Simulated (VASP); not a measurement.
All values below come from PBE GGA, VASP's PBE PAW potentials (set 64) (plane waves; VASP 6.6.1).

A VASP calculation is set up with these files.

**KPOINTS**
```
kpoints
0
G
 7 7 4
0 0 0
```

File POSCAR:
```
AgS
11.7032480
  0.3587430600   0.0000000000   0.0000000000
 -0.1793714873   0.3106805906   0.0000000000
  0.0000000000   0.0000000000   0.5000000000
Ag S
2 2
Cartesian
  0.0000000000   0.0000000000   0.0000000000
  0.0000000000   0.0000000000   0.2500000000
 -0.0000001509   0.2071204973   0.1250000000
  0.1793717236   0.1035600933   0.3750000000
```

INCAR:
```
SYSTEM = AgS
PREC = Accurate; ENCUT = 400; LREAL = F
LASPH = T; ADDGRID = T
EDIFF = 1E-6; NELM = 100; ALGO = Normal
LMAXMIX = 4
ISMEAR = 0; SIGMA = 0.05
GGA = PE
ISIF = 2
LWAVE = F; LCHARG = F
```

POTCAR, in this order: Ag S (PBE.64 set). Program: vasp_std.

The run wrote:

File OSZICAR:
```
       N       E                     dE             d eps       ncg     rms          rms(c)
DAV:   1     0.170024133635E+03    0.17002E+03   -0.13949E+04  1032   0.117E+03
DAV:   2    -0.509883362511E+01   -0.17512E+03   -0.16910E+03  1172   0.262E+02
DAV:   3    -0.136939109009E+02   -0.85951E+01   -0.83368E+01  1148   0.569E+01
DAV:   4    -0.138228909883E+02   -0.12898E+00   -0.12885E+00  1158   0.818E+00
DAV:   5    -0.138255198991E+02   -0.26289E-02   -0.26286E-02  1203   0.113E+00    0.961E+00
DAV:   6    -0.127054481728E+02    0.11201E+01   -0.63394E+00  1089   0.312E+01    0.905E+00
DAV:   7    -0.126440576653E+02    0.61391E-01   -0.10341E+00  1063   0.962E+00    0.459E+00
DAV:   8    -0.126343113581E+02    0.97463E-02   -0.14697E-01  1147   0.357E+00    0.102E+00
DAV:   9    -0.126288983337E+02    0.54130E-02   -0.29765E-02  1148   0.194E+00    0.371E-01
DAV:  10    -0.126287975403E+02    0.10079E-03   -0.39093E-03  1148   0.335E-01    0.119E-01
DAV:  11    -0.126288336908E+02   -0.36151E-04   -0.18322E-04  1366   0.115E-01    0.293E-02
DAV:  12    -0.126288452527E+02   -0.11562E-04   -0.21067E-05  1153   0.318E-02    0.143E-02
DAV:  13    -0.126288448271E+02    0.42555E-06   -0.12740E-06   752   0.748E-03
   1 F= -.12628845E+02 E0= -.12624885E+02  d E =-.791958E-02
```

### OUTCAR
```
------------------------ aborting loop because EDIFF is reached ----------------------------------------
  FORCE on cell =-STRESS in cart. coord.  units (eV):
  Direction    XX          YY          ZZ          XY          YZ          ZX
  --------------------------------------------------------------------------------------
  Total       -5.4997898     -5.4997894     -3.3475769     -0.0000008      0.0000000      0.0000000
  in kB      -98.6438055    -98.6437973    -60.0418797     -0.0000136      0.0000000      0.0000000
  external PRESSURE =     -85.7764942 kB  Pullay stress =       0.0000000 kB
  volume of cell :       89.33
      direct lattice vectors                 reciprocal lattice vectors
     4.198459000  0.000000000  0.000000000     0.238182628  0.137514778  0.000000000
    -2.099229000  3.635972000  0.000000000     0.000000000  0.275029621  0.000000000
     0.000000000  0.000000000  5.851624000     0.000000000  0.000000000  0.170892730
 POSITION                                       TOTAL-FORCE (eV/Angst)
 -----------------------------------------------------------------------------------
      0.00000      0.00000      0.00000         0.000000      0.000000      0.000000
      0.00000      0.00000      2.92581        -0.000000      0.000000      0.000000
     -0.00000      2.42398      1.46291        -0.000000     -0.000000     -0.000000
      2.09923      1.21199      4.38872         0.000000     -0.000000     -0.000000
 -----------------------------------------------------------------------------------
    total drift:                               -0.000000      0.000000      0.000000
  FREE ENERGIE OF THE ION-ELECTRON SYSTEM (eV)
  ---------------------------------------------------
  free  energy   TOTEN  =       -12.6288448271 eV

  energy  without entropy=      -12.6209252495  energy(sigma->0) =      -12.62488504
```
(Selected blocks of OUTCAR.)

The structure was generated: AgS was put into the NiAs type (P6_3/mmc), which need not be its known phase. The cell was not relaxed at this level. The run is one of a series of settings (ADDGRID = .TRUE. against the base run), some of them coarse on purpose.
